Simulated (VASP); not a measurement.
Data:

```
CdZnSe2
1.0
    2.06619     1.19292     6.80780
   -2.06619     1.19292     6.80780
    0.00000    -2.38583     6.80780
Zn Cd Se
1 1 2
Cartesian
  0.00000   0.00000  10.19612
  0.00000   0.00000   0.03792
  0.00000   0.00000   2.66376
  0.00000   0.00000  12.63133
```

Calculation: PBEsol GGA, VASP's PBE PAW potentials (set 64) (plane waves; VASP). Numerical set-up: 400 eV cut-off, Gaussian smearing of 0.050 eV, potentials Zn Cd Se.

Question: Give the energies of bands 8 to 21 at the high-symmetry points, in eV from the valence-band maximum.

Answer: 
```tsv
band	Γ	T	H2	L	S0	F
8	-6.59	-6.59	-6.48	-6.49	-6.48	-6.47
9	-6.59	-6.59	-6.38	-6.48	-6.37	-6.46
10	-6.34	-6.56	-6.36	-6.34	-6.37	-6.36
11	-6.31	-6.31	-6.33	-6.29	-6.33	-6.29
12	-6.31	-6.31	-6.13	-6.22	-6.13	-6.20
13	-5.03	-3.15	-4.81	-4.71	-4.80	-5.10
14	-1.00	-2.99	-4.29	-4.14	-4.27	-4.46
15	-1.00	-0.81	-2.98	-2.46	-3.09	-2.20
16	-0.19	-0.81	-2.61	-2.34	-2.56	-2.16
17	0.00	-0.26	-1.70	-1.85	-1.77	-0.96
18	0.00	-0.26	-1.58	-1.27	-1.57	-0.81
19	0.62	1.95	3.64	3.17	3.54	2.19
20	2.38	2.76	3.84	3.95	4.31	2.81
21	5.60	5.23	5.28	4.88	5.04	3.41
```

The gap is direct, 0.62 eV, from the valence maximum at Γ to the conduction minimum at Γ.

The structure comes from a computed database's ZnCdSe2 entry (R3m); how it stands against other phases isn't given here. It was relaxed first, which changed the volume by -6 %.
